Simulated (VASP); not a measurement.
# MgFe2B2 (Cmmm) in VASP: density of states with PBE

Aim: the density of states of MgFe2B2 with PBE.

All numbers are computed with VASP 6.6.1; they aren't measurements. Logs are shortened: lines on timing, memory, paths and dates and some standing lists are left out, and cuts for length are marked.

## Step 1: The structure

The structure is orthorhombic, space group Cmmm (No. 65). Conventional cell: a = 2.966 Å, b = 11.209 Å, c = 2.918 Å, α = 90.00°, β = 90.00°, γ = 90.00°. Mg (site symmetry mmm) has 2 B at 2.47 Å and 8 Fe at 2.66 Å as nearest neighbours. B (site symmetry m2m) has 2 B at 1.63 Å as nearest neighbours. Fe (site symmetry m2m) has 6 B at 2.08 to 2.23 Å as nearest neighbours.

The cell was built by a generator and needn't be a form met in nature.

## Step 2: Density of states, PBE

The input, POSCAR:

```
MgFe2B2
1.0
    2.9662570000      0.0000000000      0.0000000000
    1.4831280000     -5.6047340000      0.0000000000
    0.0000000000      0.0000000000     -2.9175470000
Mg B Fe
1 2 2
Direct
    0.0000000000      0.0000000000      0.0000000000
    0.2200000000      0.5600000000      0.0000000000
    0.7800000000      0.4400000000      0.0000000000
    0.3520000000      0.2960000000      0.5000000000
    0.6480000000      0.7040000000      0.5000000000
```

The input, INCAR.step1:

```
SYSTEM = MgFe2B2
PREC     = Accurate       ! precision mode
ENCUT    = 520            ! plane-wave cutoff, eV
EDIFF    = 1E-6           ! SCF threshold, eV
ISMEAR   = -1             ! smearing method
SIGMA    = 0.0215         ! smearing width, eV
LREAL    = .FALSE.        ! projectors in reciprocal space
LASPH    = .TRUE.         ! aspherical terms in the spheres
NELM     = 100            ! most SCF steps
ALGO     = Fast           ! electronic algorithm
ISIF     = 2              ! what is computed and relaxed
LWAVE    = .FALSE.        ! write WAVECAR
LCHARG   = .TRUE.         ! write CHGCAR
LMAXMIX  = 4              ! l up to which the mixer works
GGA      = PE             ! functional
NBANDS   = 20             ! bands
```

The input, KPOINTS.step1:

```
Automatic mesh
0
G
  11 6 10
  0 0 0
```

The input, INCAR.step2:

```
SYSTEM = MgFe2B2
PREC     = Accurate       ! precision mode
ENCUT    = 520            ! plane-wave cutoff, eV
EDIFF    = 1E-6           ! SCF threshold, eV
ISMEAR   = -5             ! smearing method
SIGMA    = 0.0215         ! smearing width, eV
LREAL    = .FALSE.        ! projectors in reciprocal space
LASPH    = .TRUE.         ! aspherical terms in the spheres
NELM     = 100            ! most SCF steps
ALGO     = Fast           ! electronic algorithm
ISIF     = 2              ! what is computed and relaxed
LWAVE    = .FALSE.        ! write WAVECAR
LCHARG   = .FALSE.        ! write CHGCAR
LMAXMIX  = 4              ! l up to which the mixer works
GGA      = PE             ! functional
LORBIT   = 10             ! projections on sites
NEDOS    = 2001           ! points of the DOS
ICHARG   = 11             ! starting density
```

The input, KPOINTS.step2:

```
Automatic mesh
0
G
  17 9 15
  0 0 0
```

Potentials or basis: VASP PAW PBE potentials, release 64 (Mg, B, Fe).

Command:

```
$ cat potpaw_PBE.64/Mg/POTCAR potpaw_PBE.64/B/POTCAR potpaw_PBE.64/Fe/POTCAR > POTCAR
$ cp INCAR.step1 INCAR
$ cp KPOINTS.step1 KPOINTS
$ mpirun -np 1 vasp_std > vasp.out
$ cp INCAR.step2 INCAR
$ cp KPOINTS.step2 KPOINTS
$ mpirun -np 1 vasp_std > vasp.out
```

OUTCAR:

```text
SYSTEM = MgFe2B2
   PREC = Accurate
   ENCUT = 520
   EDIFF = 1E-6
   ISMEAR = -5
   LREAL = .FALSE.
   LASPH = .TRUE.
   NELM = 100
   ISIF = 2
   GGA = PE
   LORBIT = 10
   ICHARG = 11

 ion  position               nearest neighbor table
   1  0.000  0.000  0.000-   2 2.47   3 2.47   4 2.66   5 2.66   4 2.66   5 2.66   5 2.66   5 2.66
                             4 2.66   4 2.66
   2  0.220  0.560  0.000-   3 1.63   3 1.63   4 2.08   4 2.08   5 2.23   5 2.23   5 2.23   5 2.23
                             1 2.47
   3  0.780  0.440  0.000-   2 1.63   2 1.63   5 2.08   5 2.08   4 2.23   4 2.23   4 2.23   4 2.23
                             1 2.47
   4  0.352  0.296  0.500-   2 2.08   2 2.08   3 2.23   3 2.23   3 2.23   3 2.23   1 2.66   1 2.66
                             1 2.66   1 2.66   5 2.73   5 2.73
   5  0.648  0.704  0.500-   3 2.08   3 2.08   2 2.23   2 2.23   2 2.23   2 2.23   1 2.66   1 2.66
                             1 2.66   1 2.66   4 2.73   4 2.73

  LATTYP: Found a base centered orthorhombic cell.
 ALAT       =     2.9662570000
 B/A-ratio  =     3.7789942004
 C/A-ratio  =     0.9835786313

  Lattice vectors:

 A1 = (   1.4831290000,   5.6047340000,   0.0000000000)
 A2 = (   1.4831280000,  -5.6047340000,   0.0000000000)
 A3 = (   0.0000000000,   0.0000000000,  -2.9175470000)

Analysis of symmetry for initial positions (statically):
=====================================================================
 Subroutine PRICEL returns:
 Original cell was already a primitive cell.

 Routine SETGRP: Setting up the symmetry group for a
 base centered orthorhombic supercell.

 Subroutine GETGRP returns: Found  8 space group operations
 (whereof  8 operations were pure point group operations)
 out of a pool of  8 trial point group operations.

The static configuration has the point symmetry D_2h.

Analysis of symmetry for dynamics (positions and initial velocities):
=====================================================================
 Subroutine PRICEL returns:
 Original cell was already a primitive cell.

 Routine SETGRP: Setting up the symmetry group for a
 base centered orthorhombic supercell.

 Subroutine GETGRP returns: Found  8 space group operations
 (whereof  8 operations were pure point group operations)
 out of a pool of  8 trial point group operations.

The dynamic configuration has the point symmetry D_2h.

 Subroutine INISYM returns: Found  8 space group operations
 (whereof  8 operations are pure point group operations),
 and found     1 'primitive' translations

----------------------------------------------------------------------------------------

                                     Primitive cell

  volume of cell :      48.5045

  direct lattice vectors                    reciprocal lattice vectors
     2.966257000  0.000000000  0.000000000     0.337125205  0.089210270  0.000000000
     1.483128000 -5.604734000  0.000000000     0.000000000 -0.178420599  0.000000000
     0.000000000  0.000000000 -2.917547000     0.000000000  0.000000000 -0.342753690

  length of vectors
     2.966257000  5.797647098  2.917547000     0.348728944  0.178420599  0.342753690

  position of ions in fractional coordinates (direct lattice)
     0.000000000  0.000000000  0.000000000
     0.220000000  0.560000000  0.000000000
     0.780000000  0.440000000  0.000000000
     0.352000000  0.296000000  0.500000000
     0.648000000  0.704000000  0.500000000

  ion indices of the primitive-cell ions
   primitive index   ion index
                 1           1
                 2           2
                 3           3
                 4           4
                 5           5

----------------------------------------------------------------------------------------

 KPOINTS: Automatic mesh

Automatic generation of k-mesh.
 Grid dimensions read from file:
 generate k-points for:   17    9   15

 Generating k-lattice:

  Cartesian coordinates                     Fractional coordinates (reciprocal lattice)
     0.019830894  0.005247663  0.000000000     0.058823529 -0.000000000  0.000000000
[... 21 lines left out ...]
|        The reciprocal lattice is base centered orthorhombic,                |
|        whereas your k-lattice is simple monoclinic.                         |
|                                                                             |
|     Results are often still useful ...                                      |
|                                                                             |
 -----------------------------------------------------------------------------

 WARNING: IBZKPT: internal override: KBLOWUP is changed to .FALSE.
      ... skipping the blow-up phase ...

 TETIRR: Found   6861 inequivalent tetrahedra from    13770

 Subroutine IBZKPT returns following result:
 ===========================================

 Found    616 irreducible k-points:

 Following reciprocal coordinates:
            Coordinates               Weight
  0.000000  0.000000  0.000000      1.000000
  0.058824 -0.000000  0.000000      2.000000
  0.117647  0.000000  0.000000      2.000000
  0.176471  0.000000  0.000000      2.000000
  0.235294  0.000000  0.000000      2.000000
  0.294118  0.000000  0.000000      2.000000
[... 16 lines left out ...]
 -0.235294  0.111111  0.000000      2.000000
 -0.176471  0.111111  0.000000      2.000000
 [... further k-points ...]
   k-points           NKPTS =    616   k-points in BZ     NKDIM =    616   number of bands    NBANDS=     16
   number of dos      NEDOS =   2001   number of ions     NIONS =      5
   total plane-waves  NPLWV =  27648
   dimension x,y,z NGX =    24 NGY =   48 NGZ =   24
   dimension x,y,z NGXF=    48 NGYF=   96 NGZF=   48
   ions per type =               1   2   2
   NGX,Y,Z   is equivalent  to a cutoff of  13.45, 13.76, 13.68 a.u.
   NGXF,Y,Z  is equivalent  to a cutoff of  26.90, 27.53, 27.35 a.u.
 SYSTEM =  MgFe2B2
   PREC   = accura    normal or accurate (medium, high low for compatibility)
   ISTART =      0    job   : 0-new  1-cont  2-samecut
   ICHARG =     11    charge: 1-file 2-atom 10-const
   ISPIN  =      1    spin polarized calculation?
   LNONCOLLINEAR =      F non collinear calculations
   LSORBIT =      F    spin-orbit coupling
   LASPH  =      T    aspherical Exc in radial PAW
   ENCUT  =  520.0 eV  38.22 Ry    6.18 a.u.   5.52 10.78  5.42*2*pi/ulx,y,z
   NELM   =    100;   NELMIN=  2; NELMDL=  0     # of ELM steps
   EDIFF  = 0.1E-05   stopping-criterion for ELM
   LREAL  =      F    real-space projection
[... 7 lines left out ...]
   TEBEG  =    0.0;   TEEND  =   0.0 temperature during run
   PSTRESS=    0.0 pullay stress
   NELECT =      24.0000    total number of electrons
   NUPDOWN=      -1.0000    fix difference up-down
   EMIN   =  10.00;   EMAX   =-10.00  energy-range for DOS
   EFERMI =   0.00;   METHOD = LEGACY
   ISMEAR =    -5;   SIGMA  =   0.02  broadening in eV -4-tet -1-fermi 0-gaus
   EFERMI_NEDOS =   21; number of points for ismear=-14 and -15
   IALGO  =     68    algorithm
   IMIX   =      4    mixing-type and parameters
     AMIX     =   0.40;   BMIX     =  1.00
     AMIX_MAG =   1.60;   BMIX_MAG =  1.00
  volume/ion in A,a.u.               =       9.70        65.46
  Fermi-wavevector in a.u.,A,eV,Ry     =   1.294846  2.446904 22.811875  1.676625
  Thomas-Fermi vector in A             =   2.426403
   LORBIT       =     10    0 simple, 1 ext, 2 COOP (PROOUT), +10 PAW based schemes
   GGA     = PE    functional components
   LHFCALC =     F    Hartree Fock is set to
   AEXX    =    0.0000 exact exchange contribution
   IVDW    =     0    specifies the selected vdW correction
   LEPSILON=     F    determine dielectric tensor
   LRPA    =     F    only Hartree local field effects (RPA)
 non-spin polarized calculation
 RMM-DIIS sequential band-by-band and
 Fermi weights with tetrahedron method with Bloechl corrections
  energy-cutoff  :      520.00
  volume of cell :       48.50
 maximum number of plane-waves:      1327
 NGX is ok and might be reduce to    24

 number of electron      23.9999993 magnetization

 Free energy of the ion-electron system (eV)
  ---------------------------------------------------
  ext. energy  EPLUGINS =         0.00000000
  ---------------------------------------------------
  free energy    TOTEN  =       -31.86503783 eV

  energy without entropy =      -31.86503783  energy(sigma->0) =      -31.86503783

 E-fermi :   6.3658     XC(G=0): -12.1687

 val. band max:        6.3934396846   @ k =   0.2941   0.1111   0.1333
 cond. band min:       6.3419898431   @ k =  -0.1176   0.3333   0.0000
 fundamental gap:     -0.0514498415
 Fermi energy:         6.3657731424

 k-point     1 :       0.0000    0.0000    0.0000
  band No.  band energies     occupation
      1      -6.9643      2.00000
      2      -1.2615      2.00000
      3       0.7270      2.00000
      4       1.6935      2.00000
      5       2.6372      2.00000
      6       3.3562      2.00000
[... 433 lines left out ...]
      3       0.1449      2.00000
      4       1.6952      2.00000
      5       2.7908      2.00000
      6       3.5766      2.00000
[... 8 lines left out ...]
     15       9.1452      0.00000
     16       9.5270      0.00000

 [... further k-points ...]

------------------------ aborting loop because EDIFF is reached ----------------------------------------

  FORCE on cell =-STRESS in cart. coord.  units (eV):
  Direction    XX          YY          ZZ          XY          YZ          ZX
  --------------------------------------------------------------------------------------
  -------------------------------------------------------------------------------------
  Total        1.2579867      1.7379371     -2.3300956      0.0000002      0.0000000      0.0000000
  in kB       41.5532496     57.4067539    -76.9666668      0.0000051      0.0000000      0.0000000
  external PRESSURE =       7.3311122 kB  Pullay stress =       0.0000000 kB

 VOLUME and BASIS-vectors are now :
 -----------------------------------------------------------------------------
  energy-cutoff  :      520.00
  volume of cell :       48.50
      direct lattice vectors                 reciprocal lattice vectors
     2.966257000  0.000000000  0.000000000     0.337125205  0.089210270  0.000000000
     1.483128000 -5.604734000  0.000000000     0.000000000 -0.178420599  0.000000000
     0.000000000  0.000000000 -2.917547000     0.000000000  0.000000000 -0.342753690

 POSITION                                       TOTAL-FORCE (eV/Angst)
 -----------------------------------------------------------------------------------
      0.00000      0.00000      0.00000         0.000000      0.000000      0.000000
      1.48313     -3.13865      0.00000        -0.000000     -2.168030     -0.000000
      2.96626     -2.46608      0.00000         0.000000      2.168030      0.000000
      1.48313     -1.65900     -1.45877        -0.000000     -1.123834     -0.000000
      2.96626     -3.94573     -1.45877         0.000000      1.123834      0.000000
 -----------------------------------------------------------------------------------
    total drift:                                0.000000     -0.000000     -0.000000

  FREE ENERGIE OF THE ION-ELECTRON SYSTEM (eV)
  ---------------------------------------------------
  free  energy   TOTEN  =       -31.8650378304 eV

  energy  without entropy=      -31.8650378304  energy(sigma->0) =      -31.86503783

 total charge

# of ion       s       p       d       tot
------------------------------------------
    1        0.212   0.209   0.045   0.466
    2        0.706   1.309   0.000   2.015
    3        0.706   1.309   0.000   2.015
    4        0.394   0.558   6.507   7.460
    5        0.394   0.558   6.507   7.460
--------------------------------------------------
tot          2.412   3.944  13.060  19.417
```

Wall time 5.9 min (1 thread of Intel Xeon Platinum 8488C (Sapphire Rapids), shared host); peak memory 0.63 GiB.

Results:

```
Valence electrons inside the program's atomic spheres : Mg 0.47; B 2.02; Fe 7.46
```

States per cell in windows of 0.5 eV (zero at the Fermi level; states under -8 eV left out):
```tsv
from (eV)	total	Fe4_d	Fe5_d	B2_p	B3_p	Fe4_p	Fe5_p
-8.0	0.42	0.02	0.02	0.05	0.05	0.01	0.01
-7.5	0.50	0.03	0.03	0.07	0.07	0.01	0.01
-7.0	0.53	0.04	0.04	0.07	0.07	0.02	0.02
-6.5	0.60	0.05	0.05	0.08	0.08	0.02	0.02
-6.0	0.68	0.06	0.06	0.09	0.09	0.03	0.03
-5.5	1.01	0.11	0.11	0.15	0.15	0.05	0.05
-5.0	0.94	0.13	0.13	0.14	0.14	0.04	0.04
-4.5	0.83	0.14	0.14	0.08	0.08	0.04	0.04
-4.0	1.54	0.34	0.34	0.13	0.13	0.05	0.05
-3.5	1.28	0.36	0.36	0.08	0.08	0.03	0.03
-3.0	1.41	0.47	0.47	0.05	0.05	0.02	0.02
-2.5	2.22	0.72	0.72	0.05	0.05	0.04	0.04
-2.0	2.04	0.72	0.72	0.03	0.03	0.04	0.04
-1.5	2.90	1.24	1.24	0.02	0.02	0.02	0.02
-1.0	2.36	1.02	1.02	0.01	0.01	0.02	0.02
-0.5	2.09	0.95	0.95	0.02	0.02	0.01	0.01
0.0	2.02	0.82	0.82	0.06	0.06	0.02	0.02
0.5	1.65	0.59	0.59	0.07	0.07	0.04	0.04
1.0	0.73	0.23	0.23	0.05	0.05	0.02	0.02
1.5	0.73	0.22	0.22	0.06	0.06	0.02	0.02
2.0	0.58	0.15	0.15	0.04	0.04	0.02	0.02
2.5	0.50	0.12	0.12	0.03	0.03	0.02	0.02
3.0	1.02	0.23	0.23	0.08	0.08	0.03	0.03
3.5	0.46	0.08	0.08	0.05	0.05	0.02	0.02
4.0	0.17	0.02	0.02	0.02	0.02	0.01	0.01
4.5	0.03	0.00	0.00	0.00	0.00	0.00	0.00
5.0	0.00	0.00	0.00	0.00	0.00	0.00	0.00
5.5	0.00	0.00	0.00	0.00	0.00	0.00	0.00
```

Caveat: tetrahedron occupations give inexact forces and stress in metals. Spin polarisation is off, so any magnetic state and its effect on volume and gap are missing.
